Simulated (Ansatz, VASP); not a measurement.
## W3N4: VASP beside Ansatz

File INCAR:

```
SYSTEM = W3N4
PREC = Accurate
ENCUT = 520
EDIFF = 1E-6
ISMEAR = -1
SIGMA = 0.1
LREAL = .False.
LASPH = .True.
NELM = 150
ALGO = Normal
ISIF = 2
LWAVE = .False.
LCHARG = .False.
ISPIN = 2
MAGMOM = 0 0 0 0 0.2 0.2 0.2
LORBIT = 11
LMAXMIX = 4
GGA = PE
NBANDS = 44
ISYM = 0
```

The input KPOINTS:

```
regular mesh
0
Gamma
  5 5 5
  0 0 0
```

The input POSCAR:

```
W3N4
1.0
    4.1220000000      0.0000000000      0.0000000000
    0.0000000000      4.1220000000      0.0000000000
    0.0000000000      0.0000000000      4.1220000000
N W
4 3
Direct
    0.5000000000      0.5000000000      0.5000000000
    0.5000000000      0.0000000000      0.0000000000
    0.0000000000      0.5000000000      0.0000000000
    0.0000000000      0.0000000000      0.5000000000
    0.5000000000      0.5000000000      0.0000000000
    0.0000000000      0.5000000000      0.5000000000
    0.5000000000      0.0000000000      0.5000000000
```

Input for Ansatz:

```yaml
crystal:
  lattice:
    - [4.122, 0.0, 0.0]
    - [0.0, 4.122, 0.0]
    - [0.0, 0.0, 4.122]
  atoms:
    - { symbol: "N", position: [0.5, 0.5, 0.5] }
    - { symbol: "N", position: [0.5, 0.0, 0.0] }
    - { symbol: "N", position: [0.0, 0.5, 0.0] }
    - { symbol: "N", position: [0.0, 0.0, 0.5] }
    - { symbol: W, position: [0.5, 0.5, 0.0], spin: 0.2 }
    - { symbol: W, position: [0.0, 0.5, 0.5], spin: 0.2 }
    - { symbol: W, position: [0.5, 0.0, 0.5], spin: 0.2 }
  symmetry: { detect: false, time_reversal: true }
magnetization:
  spin_polarized: true
hamiltonian:
  xc: pbe
  pseudopotentials: { kind: paw }
basis:
  ecutwfc: 420
kpoints:
  mp_grid: { grid: [5, 5, 5] }
scf:
  occupations: { method: fermi_dirac, width: 0.1 }
  lower_state_search: "off"
output:
  forces: true
  stress: true
```

Alike in both runs: task single point; functional PBE; k mesh 5 × 5 × 5; occupations fermi-dirac, width 0.1 eV; collinear spin.

|  | VASP | Ansatz |
| --- | --- | --- |
| version | VASP 6.6.1 | Ansatz 0.2.0 |
| potentials or method | VASP PAW PBE potentials, release 64 (N, W_sv) | PAW, plane waves, scalar-relativistic |
| plane-wave cutoff (eV) | 520 | 420 |
| valence electrons in the cell | 62 | 62 |

|  | VASP | Ansatz | Ansatz less VASP |
| --- | --- | --- | --- |
| net moment per atom (μB) | 0.00 | 0.00 | 0.000 |

With one functional, cell and mesh, what is left measures potentials, basis and numerics. Ansatz warned: «seeded_moment_not_kept».

 The runs have no spin-orbit coupling, so splittings on W are missing.
